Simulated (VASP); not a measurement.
An input for Quantum ESPRESSO's pw.x (written as the equivalent of a VASP run, and not itself run):

```
&CONTROL
  calculation = 'scf'
  pseudo_dir = './pseudo'
  outdir = './out'
  tprnfor = .true.
  tstress = .true.
/
&SYSTEM
  ibrav = 0
  nat = 6
  ntyp = 2
  ecutwfc = 84
  occupations = 'smearing'
  smearing = 'fermi-dirac'
  degauss = 0.00735
  input_dft = 'pbe'
/
&ELECTRONS
  conv_thr = 7.3e-08
  electron_maxstep = 100
/
ATOMIC_SPECIES
  Zn 65.380 Zn.upf
  Mo 95.950 Mo.upf
CELL_PARAMETERS angstrom
     0.0000000    3.7186480    3.7186480
     3.7186480    0.0000000    3.7186480
     3.7186480    3.7186480    0.0000000
ATOMIC_POSITIONS crystal
  Zn   0.1250000  0.1250000  0.1250000
  Zn   0.6250000  0.1250000  0.1250000
  Zn   0.1250000  0.6250000  0.1250000
  Zn   0.1250000  0.1250000  0.6250000
  Mo   0.7500000  0.7500000  0.7500000
  Mo   0.5000000  0.5000000  0.5000000
K_POINTS automatic
  5 5 5 0 0 0
```

Question: Write the VASP files for the same calculation (PBE).

Answer: This is not unique; one that fits is 
### INCAR
```
SYSTEM  =  Zn2Mo
PREC  =  Accurate; ENCUT  =  300; LREAL  =  .FALSE.
LASPH  =  .TRUE.
EDIFF  =  1E-6; NELM  =  100; ALGO  =  Normal
LMAXMIX  =  4
ISMEAR  =  -1; SIGMA  =  0.1
GGA  =  PE
ISIF  =  2
LWAVE  =  .FALSE.; LCHARG  =  .FALSE.
```

POSCAR:
```
Zn2Mo
1
    0.0000000000     3.7186480000     3.7186480000
    3.7186480000     0.0000000000     3.7186480000
    3.7186480000     3.7186480000     0.0000000000
Zn Mo
4 2
Direct
  0.1250000000   0.1250000000   0.1250000000
  0.6250000000   0.1250000000   0.1250000000
  0.1250000000   0.6250000000   0.1250000000
  0.1250000000   0.1250000000   0.6250000000
  0.7500000000   0.7500000000   0.7500000000
  0.5000000000   0.5000000000   0.5000000000
```

**KPOINTS**
```
Automatic mesh
0
Gamma
5 5 5
0 0 0
```

POTCAR, in this order: Zn Mo_sv (PBE.64 set). Program: vasp_std.

The two are equivalent in intent, not identical: the potentials are each code's own (VASP's PAW set, PseudoDojo norm-conserving files in pw.x), so ENCUT and ecutwfc are chosen apart and not converted; conv_thr bounds pw.x's estimated SCF error, while EDIFF bounds the energy change between steps.

The structure was generated: Zn2Mo was put into an ordered model structure, which need not be its known phase. The cell was not relaxed at this level.
